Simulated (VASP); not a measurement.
Consider the following.

```
Pb
1.0
    0.00000     2.52450     2.52450
    2.52450     0.00000     2.52450
    2.52450     2.52450     0.00000
Pb
1
Direct
  0.00000   0.00000   0.00000
```
Cell charge +0.02.

Level of theory: PBE GGA, VASP's PBE PAW potentials (set 64) (plane waves; VASP). Run with NELECT = 13.98, 400 eV cut-off, 11×11×11 Γ-centred mesh, Gaussian smearing of 0.050 eV, potentials Pb_d.

The cell is charged, with a uniform compensating background.

Q: Give the stress tensor in GPa (positive for a compressed cell).

A: 
```
-1.63   0.00   0.00
 0.00  -1.63   0.00
 0.00   0.00  -1.63
```
The pressure is its mean diagonal, -1.63 GPa.

The compound is Pb in the fcc structure. The cell was not relaxed at this level. The run is one of a series of settings (ISMEAR = 0, NELECT = 13.98, SIGMA = 0.05 against the base run), some of them coarse on purpose.
